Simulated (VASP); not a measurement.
Data:

```
CeO2
1.0
    0.00000     2.73182     2.73182
    2.73182     0.00000     2.73182
    2.73182     2.73182     0.00000
Ce O
1 2
Cartesian
  0.00000   0.00000   0.00000
  1.36591   1.36591   1.36591
  4.09774   4.09774   4.09774
```

All values below come from PBE GGA, VASP's PBE PAW potentials (set 64) (plane waves; VASP). Run with 620 eV cut-off, 7×7×7 Γ-centred mesh, Gaussian smearing of 0.050 eV, potentials Ce O.

Energy and stress use the plane-wave basis of the starting cell.

Task: The ions, cell shape and volume at an external pressure of 5.0 GPa are relaxed. Give the cell that the relaxation ends in.

Result: 
```
CeO2
1.0
    0.00000     2.70677     2.70677
    2.70677     0.00000     2.70677
    2.70677     2.70677     0.00000
Ce O
1 2
Direct
  0.00000   0.00000   0.00000
  0.25000   0.25000   0.25000
  0.75000   0.75000   0.75000
```
Space group Fm-3m (225), at a tolerance of 0.03 Å.

Task: How do energy and volume change from the first to the last step?

Result: The energy (σ→0) changes by +5.5 meV/atom and the volume by -2.7 %, in 3 ionic steps.

The compound is CeO2 in the fluorite structure. This run relaxes it under an external pressure of 5 GPa. Symmetry was kept, so distortions that lower it aren't found. The run is not spin-polarised, so no magnetic state was tried.
